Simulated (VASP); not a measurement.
A convergence study with VASP on IrO2 (rutile): one setting is varied, all else stays as given below, so the limit is that of these other settings. Each run relaxes cell and ions from the cell shown.

```
CELL_PARAMETERS angstrom
      4.50000     0.00000     0.00000
      0.00000     4.50000     0.00000
      0.00000     0.00000     3.15000
ATOMIC_POSITIONS crystal
  Ir 0.00000 0.00000 0.00000
  Ir 0.50000 0.50000 0.50000
  O  0.30800 0.30800 0.00000
  O  0.80800 0.19200 0.50000
  O  0.19200 0.80800 0.50000
  O  0.69200 0.69200 0.00000
```

Method: PBEsol GGA, VASP's PBE PAW potentials (set 64) (plane waves; VASP 6.6.1). The tightest run used: 700 eV cut-off, 10×10×14 Γ-centred mesh, first-order Methfessel-Paxton smearing of 0.10 eV, potentials Ir O.

| setting | relaxed volume (Å³/atom) | E (eV/atom) | irreducible k-points |
|---|---|---|---|
| 1×1×2 mesh | 10.556 | -7.5430 | 2 |
| 2×2×3 mesh | 10.597 | -7.5720 | 6 |
| 3×3×4 mesh | 10.594 | -7.6017 | 9 |

### Question
These are the cheaper rows. Estimate the results at 10×10×14 mesh, and how far the last row shown lies from them.

### Answer

```json
[
 {"quantity": "relaxed volume (Å³/atom)", "tightest run": "10.599", "last row shown is off by": "-0.005"},
 {"quantity": "E (eV/atom)", "tightest run": "-7.5956", "last row shown is off by": "-0.0061"}
]
```

Left out are rungs that failed or repeat a setting and relaxations that didn't move; long series are thinned to 24 rows.

The compound is IrO2 in the rutile structure.
